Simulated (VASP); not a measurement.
Method: PBE GGA, VASP's PBE PAW potentials (set 64) (plane waves; VASP 6.6.1).

The input files of a VASP run:

INCAR:
```
ALGO = Normal
EDIFF = 1E-6
ENCUT = 520
GGA = PE
ISMEAR = 0
LASPH = .True.
LCHARG = .False.
LREAL = .False.
LWAVE = .True.
NELM = 100
PREC = Accurate
SIGMA = 0.05
SYSTEM = Si
```

**POSCAR**
```
Si
1
    0.0000000000     2.7342745149     2.7342745149
    2.7342745149     0.0000000000     2.7342745149
    2.7342745149     2.7342745149     0.0000000000
Si
2
Direct
  0.0000000000   0.0000000000   0.0000000000
  0.2500000000   0.2500000000   0.2500000000
```

File KPOINTS:
```
Regular mesh
0
gamma
 6 6 6
0 0 0
```

POTCAR, in this order: Si (PBE.64 set). Program: vasp_std.

### Question
Predict the energy per atom (σ→0), band gap (on the k-mesh).

### Answer

```json
{
  "energy per atom (σ→0)": "-5.413 eV/atom",
  "band gap (on the k-mesh)": "0.75 eV"
}
```

### OSZICAR
```
...
DAV:   5    -0.109983395538E+02   -0.76720E-06   -0.76707E-06   336   0.204E-02    0.477E+00
DAV:   6    -0.108797866204E+02    0.11855E+00   -0.76861E-02   328   0.145E+00    0.291E+00
DAV:   7    -0.108249193234E+02    0.54867E-01   -0.14833E-01   320   0.216E+00    0.177E-01
DAV:   8    -0.108261058857E+02   -0.11866E-02   -0.39432E-03   280   0.479E-01    0.739E-02
DAV:   9    -0.108263124290E+02   -0.20654E-03   -0.20609E-04   368   0.112E-01    0.558E-02
DAV:  10    -0.108263416288E+02   -0.29200E-04   -0.37270E-05   272   0.456E-02    0.109E-02
DAV:  11    -0.108263412237E+02    0.40510E-06   -0.43280E-07   352   0.500E-03
   1 F= -.10826341E+02 E0= -.10826341E+02  d E =-.962031E-15
```

The compound is Si in the diamond structure. It was relaxed first.
